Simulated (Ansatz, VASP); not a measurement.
# Pb (Lead) in two plane-wave programs

One calculation is typed for both programs; each brings its own data sets and cutoff. How far apart do they land? The cell is taken from a series of VASP runs on this material, whose earlier steps may have relaxed, scaled or displaced it; both programs get it as it stands.

Main program and level: Ansatz 0.2.0; plane waves, with VASP 6.6.1 beside it; relaxation of cell and atoms at r2SCAN with rVV10.

**1. The structure**

The structure is cubic, space group Fm-3m (No. 225). Conventional cell: a = 4.961 Å, b = 4.961 Å, c = 4.961 Å, α = 90.00°, β = 90.00°, γ = 90.00°. Pb has 12 Pb at 3.51 Å nearest.

Coordinates:

```cif
data_structure
_symmetry_space_group_name_H-M 'P 1'
_symmetry_Int_Tables_number 1
_cell_length_a 3.5081
_cell_length_b 3.5081
_cell_length_c 3.5081
_cell_angle_alpha 60.000
_cell_angle_beta 60.000
_cell_angle_gamma 60.000
_cell_volume 30.53
loop_
_atom_site_label
_atom_site_type_symbol
_atom_site_fract_x
_atom_site_fract_y
_atom_site_fract_z
_atom_site_occupancy
Pb1 Pb 0.00000 0.00000 0.00000 1
```

**2. VASP: relaxation of cell and atoms, r2SCAN with rVV10**

The relaxed volume is the usual yardstick between codes: its relative difference is about their pressure difference at one cell divided by the bulk modulus.

Lines of VASP's logs that name or quote its potential files are left out, and so is its time.

Input file INCAR:

```
SYSTEM = Pb
PREC = Accurate
ENCUT = 450
EDIFF = 1E-06
NELM = 100
ISMEAR = 1
SIGMA = 0.15
LREAL = .FALSE.
ALGO = Normal
METAGGA = R2SCAN
LUSE_VDW = .TRUE.
IVDW_NL = 2
BPARAM = 11.95
CPARAM = 0.0093
LASPH = .TRUE.
NBANDS = 13
LORBIT = 11
LWAVE = .FALSE.
LCHARG = .FALSE.
KPAR = 4
IBRION = 2
NSW = 50
ISIF = 3
EDIFFG = -0.006
```

Input file POSCAR:

```
Pb
1.0
    0.0000000000      2.4805905942      2.4805905942
    2.4805905942      0.0000000000      2.4805905942
    2.4805905942      2.4805905942      0.0000000000
Pb
1
Direct
    0.0000000000      0.0000000000      0.0000000000
```

Input file KPOINTS:

```
Automatic mesh
0
Gamma
16 16 16
0 0 0
```

Potentials, in the order of the species: Pb_d (PBE family, release 64).

On the command line:

```
> mpirun -np 4 vasp_std
```

Numbers of over 12 decimals in the logs are rounded to 6 here.

The program printed:

```text
[banner, memory and clock lines left out]
running    4 mpi-ranks, on    1 nodes
 distrk:  each k-point on    1 cores,    4 groups
 distr:  one band on    1 cores,    1 groups

 POSCAR found type information on POSCAR Pb
 POSCAR found :  1 types and       1 ions
|                                                                             |
|               ----> ADVICE to this user running VASP <----                  |
|                                                                             |
|     You have switched on vdW-DFT.                                           |
|     This routine was written and supplied by Jiri Klimes. We recommend      |
|     that you carefully read and cite the following publications:            |
|       J. Klimes, D.R. Bowler, A. Michelides                                 |
|          J. Phys.: Cond Matt. 22 022201 (2010)                              |
|       J. Klimes, D.R. Bowler, A. Michelides                                 |
|          Phys. Rev. B. 83, 195131 (2011)                                    |
|     and references therein.                                                 |
|                                                                             |

|                                                                             |
|               ----> ADVICE to this user running VASP <----                  |
|                                                                             |
|     You enforced a specific xc type in the INCAR file but a different       |
|     [... a line on the potential file left out ...]
|     I HOPE YOU KNOW WHAT YOU ARE DOING!                                     |
|                                                                             |

 LDA part: xc-table for (None), standard interpolation
 POSCAR, INCAR and KPOINTS ok, starting setup
 FFT: planning ... GRIDC
 FFT: planning ... GRID_SOFT
 FFT: planning ... GRID
 WAVECAR not read
 entering main loop
       N       E                     dE             d eps       ncg     rms          rms(c)
Total rVV10 correction in eV:      0.3670912    15.3846996
Total rVV10 correction in eV:      0.3670912    15.3846996
Total rVV10 correction in eV:      0.3670912    15.3846996
Total rVV10 correction in eV:      0.3670912    15.3846996
DAV:   1     0.500234311431E+02    0.50023E+02   -0.66916E+03  3867   0.116E+03
DAV:   2    -0.542815652996E+02   -0.10430E+03   -0.10115E+03  3970   0.302E+02
DAV:   3    -0.592662847222E+02   -0.49847E+01   -0.49677E+01  4643   0.729E+01
DAV:   4    -0.593825155836E+02   -0.11623E+00   -0.11621E+00  4752   0.119E+01
DAV:   5    -0.593882864144E+02   -0.57708E-02   -0.57707E-02  5350   0.244E+00    0.107E+00
Total rVV10 correction in eV:      0.3636443    15.3847003
Total rVV10 correction in eV:      0.3636443    15.3847003
Total rVV10 correction in eV:      0.3636443    15.3847003
Total rVV10 correction in eV:      0.3636443    15.3847003
DAV:   6    -0.559222982041E+02    0.34660E+01   -0.12411E+00  4630   0.232E+01    0.615E-01
Total rVV10 correction in eV:      0.3633869    15.3847003
Total rVV10 correction in eV:      0.3633869    15.3847003
Total rVV10 correction in eV:      0.3633869    15.3847003
Total rVV10 correction in eV:      0.3633869    15.3847003
DAV:   7    -0.559181785258E+02    0.41197E-02   -0.16280E-02  5798   0.216E+00    0.358E-01
Total rVV10 correction in eV:      0.3623268    15.3847003
Total rVV10 correction in eV:      0.3623268    15.3847003
Total rVV10 correction in eV:      0.3623268    15.3847003
Total rVV10 correction in eV:      0.3623268    15.3847003
DAV:   8    -0.559187554859E+02   -0.57696E-03   -0.18374E-02  4780   0.238E+00    0.114E-01
Total rVV10 correction in eV:      0.3618232    15.3847003
Total rVV10 correction in eV:      0.3618232    15.3847003
Total rVV10 correction in eV:      0.3618232    15.3847003
Total rVV10 correction in eV:      0.3618232    15.3847003
DAV:   9    -0.559183697101E+02    0.38578E-03   -0.88838E-04  4750   0.532E-01    0.681E-02
Total rVV10 correction in eV:      0.3617259    15.3847003
Total rVV10 correction in eV:      0.3617259    15.3847003
Total rVV10 correction in eV:      0.3617259    15.3847003
Total rVV10 correction in eV:      0.3617259    15.3847003
DAV:  10    -0.559181872629E+02    0.18245E-03   -0.69777E-04  4900   0.497E-01    0.898E-03
Total rVV10 correction in eV:      0.3617991    15.3847003
Total rVV10 correction in eV:      0.3617991    15.3847003
Total rVV10 correction in eV:      0.3617991    15.3847003
Total rVV10 correction in eV:      0.3617991    15.3847003
DAV:  11    -0.559181889556E+02   -0.16927E-05   -0.19611E-05  4336   0.387E-02    0.779E-03
Total rVV10 correction in eV:      0.3618122    15.3847003
Total rVV10 correction in eV:      0.3618122    15.3847003
Total rVV10 correction in eV:      0.3618122    15.3847003
Total rVV10 correction in eV:      0.3618122    15.3847003
DAV:  12    -0.559181882178E+02    0.73783E-06   -0.10148E-05  4935   0.601E-02    0.164E-03
Total rVV10 correction in eV:      0.3618087    15.3847003
Total rVV10 correction in eV:      0.3618087    15.3847003
Total rVV10 correction in eV:      0.3618087    15.3847003
Total rVV10 correction in eV:      0.3618087    15.3847003
DAV:  13    -0.559181881429E+02    0.74902E-07   -0.21812E-07  2665   0.730E-03
Total rVV10 correction in eV:      0.3618036    15.3847003
Total rVV10 correction in eV:      0.3618036    15.3847003
Total rVV10 correction in eV:      0.3618036    15.3847003
Total rVV10 correction in eV:      0.3618036    15.3847003
Total rVV10 correction in eV:      0.3618071    15.3847003
Total rVV10 correction in eV:      0.3618071    15.3847003
Total rVV10 correction in eV:      0.3618071    15.3847003
Total rVV10 correction in eV:      0.3618071    15.3847003
   1 F= -.55918188E+02 E0= -.55918139E+02  d E =-.559182E+02
 curvature:   0.00 expect dE= 0.000E+00 dE for cont linesearch  0.000E+00
 trial: gam= 0.00000 g(F)=  0.352E-63 g(S)=  0.277E-06 ort = 0.000E+00 (trialstep = 0.100E+01)
 search vector abs. value=  0.278E-06
 reached required accuracy - stopping structural energy minimisation
```

From OUTCAR (step 2):

```text
ion  position               nearest neighbor table
   1  0.000  0.000  0.000-

  LATTYP: Found a face centered cubic cell.
 ALAT       =     4.9611811884

 Subroutine GETGRP returns: Found 48 space group operations
 (whereof 48 operations were pure point group operations)

The static configuration has the point symmetry O_h .

 Found    145 irreducible k-points:

   k-points           NKPTS =    145   k-points in BZ     NKDIM =    145   number of bands    NBANDS=     13

   dimension x,y,z NGX =    24 NGY =   24 NGZ =   24
   dimension x,y,z NGXF=    48 NGYF=   48 NGZF=   48

   ENCUT  =  450.0 eV  33.07 Ry    5.75 a.u.   6.07  6.07  6.07*2*pi/ulx,y,z

   NELECT =      14.0000    total number of electrons

 k-points in reciprocal lattice and weights: Automatic mesh
   0.00000000  0.00000000  0.00000000       0.000
   0.06250000  0.00000000  0.00000000       0.002
   0.12500000  0.00000000  0.00000000       0.002
   0.18750000  0.00000000  0.00000000       0.002
   0.25000000  0.00000000  0.00000000       0.002
   0.31250000  0.00000000  0.00000000       0.002
   0.37500000  0.00000000  0.00000000       0.002
   0.43750000  0.00000000  0.00000000       0.002
   0.50000000  0.00000000  0.00000000       0.001
[...]
-0.31250000  0.50000000  0.18750000       0.003
  -0.25000000  0.50000000  0.25000000       0.001

 average (electrostatic) potential at core
       1 -96.4118

 E-fermi :   7.1905

 k-point     1 :       0.0000    0.0000    0.0000
  band No.  band energies     occupation
    ...
      2     -10.5646      2.00000
      3     -10.5646      2.00000
      4     -10.4188      2.00000
      5     -10.4188      2.00000
      6      -5.1246      2.00000
      7      14.8116      0.00000
      8      14.8117      0.00000
      9      14.8117      0.00000
     10      17.5270      0.00000
     11      19.3209      0.00000
    ...

 k-point     2 :       0.0625    0.0000    0.0000
  band No.  band energies     occupation
    ...
      2     -10.5586      2.00000
      3     -10.5585      2.00000
      4     -10.4193      2.00000
      5     -10.4193      2.00000
      6      -5.0460      2.00000
      7      13.8531      0.00000
      8      14.7109      0.00000
      9      14.7109      0.00000
     10      17.3039      0.00000
     11      19.7249      0.00000
    ...

 k-point     3 :       0.1250    0.0000    0.0000
  band No.  band energies     occupation
    ...
      2     -10.5437      2.00000
      3     -10.5437      2.00000
      4     -10.4181      2.00000
      5     -10.4181      2.00000
      6      -4.8101      2.00000
      7      11.9558      0.00000
      8      14.4462      0.00000
      9      14.4462      0.00000
     10      17.0249      0.00000
     11      20.4272      0.00000
    ...

  Total       -0.0013844     -0.0013844     -0.0013844      0.0000000      0.0000000      0.0000000
  in kB       -0.0726595     -0.0726595     -0.0726595      0.0000000      0.0000000      0.0000000
  external PRESSURE =      -0.0726595 kB  Pullay stress =       0.0000000 kB

  energy-cutoff  :      450.00
  volume of cell :       30.53
      direct lattice vectors                 reciprocal lattice vectors
     0.000000000  2.480590594  2.480590594    -0.201564902  0.201564902  0.201564902
     2.480590594  0.000000000  2.480590594     0.201564902 -0.201564902  0.201564902
     2.480590594  2.480590594  0.000000000     0.201564902  0.201564902 -0.201564902

 POSITION                                       TOTAL-FORCE (eV/Angst)
 -----------------------------------------------------------------------------------
      0.00000      0.00000      0.00000        -0.000000     -0.000000     -0.000000
 -----------------------------------------------------------------------------------
    total drift:                               -0.000000     -0.000000      0.000000

  FREE ENERGIE OF THE ION-ELECTRON SYSTEM (eV)
  ---------------------------------------------------
  free  energy   TOTEN  =       -55.9181881429 eV

  energy  without entropy=      -55.9180411025  energy(sigma->0) =      -55.91813913

 reached required accuracy - stopping structural energy minimisation

 total charge
# of ion       s       p       d       tot
------------------------------------------
    1        1.386   0.760   9.796  11.941

[... 3 further parts left out ...]
```

The run keeps the 48 symmetry operations of its start, so it cannot find a distortion of lower symmetry.

**3. Ansatz: relaxation of cell and atoms, r2SCAN with rVV10**

Ansatz runs on its default PAW (the set named soft_2) files.

The same cell, functional, mesh and smearing now go to Ansatz, which takes its cutoff from its data sets.

Input file input.yaml:

```yaml
crystal:
  lattice:
    - [0.0, 2.4805905942, 2.4805905942]
    - [2.4805905942, 0.0, 2.4805905942]
    - [2.4805905942, 2.4805905942, 0.0]
  atoms:
    - { symbol: Pb, position: [0.0, 0.0, 0.0] }
hamiltonian:
  xc: r2scan
  pseudopotentials: { kind: paw }
  dispersion: rvv10
kpoints:
  mp_grid: { grid: [16, 16, 16] }
scf:
  occupations: { method: methfessel_paxton, width: 0.15 }
relax:
  f_tol: 0.01
  max_steps: 60
  cell: { stress_tol: 0.05 }
output:
  forces: true
  stress: true
```

On the command line:

```
> ansatz run input.yaml --threads 4 --pin off --max-ram 9216MiB --backend cpu --events-out ev --progress --plain --runs-dir out
```

The program printed:

```text
Engine: ansatz 0.2.0, aarch64-unknown-linux-gnu
Pseudopotentials: kind: paw
Pseudopotential: Pb, paw, valence charge 14, recommended cutoff 500 eV (meta_gga), Pb.paw.azcp
Functional definition: r2SCAN+rVV10
  parameter k0 = 0.174
  parameter k1 = 0.065
  parameter a1 = 4.9479
  exchange = r2scan_x(k0 = k0, k1 = k1, a1 = a1)
  correlation = r2scan_c + rvv10(11.95, 0.0093)
Crystal: 1 atoms, lattice volume = 30.528 Å³
Basis set: ecut = 500 eV, 749 PW (Γ), exchange–correlation on 120×120×120 points (64 copies of the dense FFT grid, shifted against one another)
Bands: 11, of which v1, the nominal top of the filled ones, is band 7 counted from 1 (6 counted from 0)
Symmetry: 48 space group operations
Space group: Fm-3m (ITA 225), of the structure as read, at distance tolerance 3.1e-5 Å
k-points: 145 of 4096
Non-local potential: Pb, projectors of the file, l = 0: 2, l = 1: 2, l = 2: 2, l = 3: 2
PAW form: soft (Blöchl's): semilocal exchange-correlation on the pseudo side does not see the compensation charge
rVV10 density: all electrons in the spheres
PAW frozen core: Pb, regenerated for the run's functional (the file was generated under x = pbe(κ = 0.804, μ = 0.219515), c = pbe(β = 0.066725))
PAW one-centre angular grid: Pb, 590 points (default); XC on 160 Gauss nodes
Initial density: superposition of atomic densities (neutral atoms: chi_scale 0, normalization atom), corrected by the library's trained network
Initial wavefunctions: pseudopotential atomic-orbital guess
Functional: x = r2scan, c = r2scan + rvv10(b = 11.95, C = 0.0093); τ floored in thin density (d = 2e-4 eV/Å³)
SCF iter   1: F=—  HF=-11917.598278 eV  |F-HF|=—  |Δ(HF+E_count)|=         —  Δρ=6.16e-3  dr2=7.30e-3  dr2_τ=5.61e-4  ethr=1.77e-3  ⟨swp⟩=5.7  Hψ=10681  notcnv=0
preconditioner: auto → none  [metal: Δε(μ)=0.067 eV  Ē_g=20.898 eV  σ=0.150 eV  W_gap=0.37  n_scr=8 (ndim 8)  ℏωp=25.1 eV  f_vac=0.000  D(μ)=0.44/eV (n_scr^D=0)  sad-step TF]
SCF iter   2: F=—  HF=-11917.598856 eV  |F-HF|=—  |Δ(HF+E_count)|=   5.79e-4  S|Δr|=    0.00e0  Δρ=2.86e-3  dr2=1.67e-3  dr2_τ=4.97e-5  ethr=5.21e-5  ⟨swp⟩=3.0  Hψ=3852  notcnv=0
SCF iter   3: F=—  HF=-11917.598623 eV  |F-HF|=—  |Δ(HF+E_count)|=   2.33e-4  S|Δr|=    0.00e0  Δρ=2.29e-4  dr2=1.79e-5  dr2_τ=1.58e-6  ethr=1.19e-5  ⟨swp⟩=2.0  Hψ=2510  notcnv=0
SCF iter   4: F=—  HF=-11917.598662 eV  |F-HF|=—  |Δ(HF+E_count)|=   3.88e-5  S|Δr|=    0.00e0  Δρ=9.13e-5  dr2=2.36e-6  dr2_τ=1.27e-7  ethr=1.28e-7  ⟨swp⟩=3.0  Hψ=2595  notcnv=0
SCF iter   5: F=-11917.598664 eV  HF=-11917.598664 eV  |F-HF|=4.73e-8  |Δ(HF+E_count)|=   2.16e-6  S|Δr|=    0.00e0  Δρ=2.13e-5  dr2=9.22e-8  dr2_τ=4.38e-9  ethr=7.14e-10  ⟨swp⟩=3.5  Hψ=6485  notcnv=0
SCF 1 converged in 5 iterations: F = -11917.598664 eV  dr2 = 9.22e-8
  greatest PAW one-centre occupation: 0.976 electrons in one spin orbital (limit 2), on the Pb atom at site 0 (counted from 0), in its partial waves of l = 2
relax step   1: F+E_penalty+E_count = -11917.59866415 eV  Δ(F+E_penalty+E_count) = +0.000e0 eV  max|allowed force component| = 0.000e0 eV/Å  Δτ_max = 0.0000 Å  P = -0.255 GPa  Ω = 30.528 Å³  (5 SCF iters, dr2 threshold 1.00e-7 eV, accepted)
[...]
relax step   2: F+E_penalty+E_count = -11917.59879273 eV  Δ(F+E_penalty+E_count) = -1.286e-4 eV  max|allowed force component| = 0.000e0 eV/Å  Δτ_max = 0.0000 Å  P = +0.035 GPa  Ω = 30.351 Å³  energy of the carried Pulay correction = +5.092e-6 eV  (3 SCF iters, dr2 threshold 1.00e-7 eV, accepted)
[...]
relax step   3: F+E_penalty+E_count = -11917.59878789 eV  Δ(F+E_penalty+E_count) = +4.836e-6 eV  max|allowed force component| = 0.000e0 eV/Å  Δτ_max = 0.0000 Å  P = +0.033 GPa  Ω = 30.351 Å³  stress off target by 3.34e-2 GPa  SCF on the basis re-selected at this cell (its energy is not comparable with the rows above)  (4 SCF iters)
basis re-selected at this cell: Δ(F+E_penalty+E_count) = +4.836e-6 eV, ΔP = -0.001 GPa vs the last step (what re-selecting the basis moved, of the pressure what is left beyond the Pulay correction that the steps carried, after the strain that the cell walked since its last selection, with what the two solves' SCF thresholds leave and, on support functions, any second-order correction that the steps lacked; it is no measure of the basis error at this ecutwfc). This SCF's stress stands 3.34e-2 GPa from its target on what of the cell is left free (relax.cell.stress_tol is 5.00e-2 GPa) and its largest allowed force component is 0.00e0 eV/Å (relax.f_tol is 1.00e-2 eV/Å): [rest of the remark cut]
SCF converged after 4 iterations
Stability not checked: this state was not tested for a lower state beside it, because cold or Methfessel-Paxton smearing, or corrected tetrahedra, fill the levels in a way that the test cannot read (fill_not_monotonic; see scf.lower_state_search)
Free energy (F): -11917.598788 eV
Harris-Foulkes:  -11917.598788 eV  (|F-HF|=2.55e-11)
Internal energy: -11917.598665 eV  (E = F + TS)
E sigma→0 (E₀):  -11917.598757 eV
Entropy (-TS):   -0.000123 eV (-0.123 meV/atom)
Fermi energy:    10.918762 eV
--- Per-component energies (eV) ---
  E_band       = -45.676185
  E_kinetic    = 288.532814
  E_local      = -1017.468231  (includes V_loc(G=0)·N_el)
  E_nonlocal   = 350.235577
  E_hartree    = 405.400173
  E_xc         = -204.794166
  E_vxc        = -144.879354  (∫ρ·V_xc dr)
  E_paw        = -10433.811606  (= ΣΔE_a)
  E_vpaw       = -343.640473  (= ΣTr[D̂ρ^β])
  E_aug_tail   = 0.000011  (compensation charges beyond the density's cutoff)
  E_vtau       = 10.743130  (kinetic-family band-sum trace: ∫τ·v_τ [+ j·A + Jᵃ·Aᵃ] dr)
  E_ewald      = -1306.658737
  E_core_change = 0.965502  (= ΣΔE_core)
  E_smearing   = -0.000123  (= −TS)
  E_closure    = 0.000000  (closes the sum)
  Σ components = -11917.598788   (vs F -11917.598788, Δ=0.00e0)
--- Forces (eV/Å), atoms counted from 1 ---
  atom   1  Pb    -0.00000000     0.00000000     0.00000000
  max |Σ_I F_I| component: 9.86e-32 eV/Å
--- Stress (GPa, compression-positive) ---
        0.033437       0.000000       0.000000
        0.000000       0.033437       0.000000
        0.000000       0.000000       0.033437
  P = ⅓ Tr σ = 0.0334 GPa (0.334 kbar)
--- Relaxed structure (2 steps of the walk, 2 accepted, 1 SCFs on fresh bases) ---
  F+E_penalty+E_count = -11917.59878789 eV   max|allowed force component| = 0.000e0 eV/Å   (the final SCF, on the basis selected at the relaxed cell)
  cell:  # Å, volume = 30.3505 Å³
    - [0, 2.475780, 2.475780]
    - [2.475780, 0, 2.475780]
    - [2.475780, 2.475780, 0]
  atoms:
    - { symbol: Pb, position: [0.0, 0.0, 0.0] }
```

Run time: 9.6 s. Hardware: 4 threads of Arm Neoverse N1, shared host; peak memory 0.5 GiB; 35 s of CPU time.

**4. Side by side**

Known differences besides the potentials themselves: VASP keeps PBE cores, Ansatz makes them for the functional; both relaxations stop at a tolerance, which leaves soft axes loose, and VASP keeps its plane-wave basis; the cutoff is 500 eV in Ansatz and 450 eV in VASP; Ansatz adds a Pulay correction to the stress that steers its cell, VASP none. Total energies have different zeros and are not compared.

The two programs side by side:

```csv
quantity,Ansatz,VASP,difference
volume (Å³),30.35,30.53,-0.58 %
"edge a after relaxation, in the typed setting (Å)",3.501,3.508,-0.19 %
```

The walks stopped with 0.03 GPa left in Ansatz and -0.01 GPa in VASP; each walk ends within a tolerance, so the volume difference is uncertain by about these residues over the bulk modulus, most in soft cells.

**5. Summary of results**

* difference in volume (relaxation of cell and atoms, r2SCAN with rVV10): -0.58 %

**Reading.** The difference in volume is -0.58 % (relaxation of cell and atoms, r2SCAN with rVV10), within the 1.2 % picked in this series as the mark of a large difference, as far as the stopping tolerances let one tell. How closely two codes agree says nothing of how well the functional describes the real material.

[Lines on the potential files, build, host, timing and source positions are cut from VASP's logs without a mark.]

[Logs are printed without paths, hosts, clocks, repeated set-up lines and the standing remarks that a program may print on its own settings, such as how far it seeks lower states.]

[Hosts, paths, dates, database ids (printed as entryN), source tags and the programs' standing remarks are cut or masked in the printed files.]
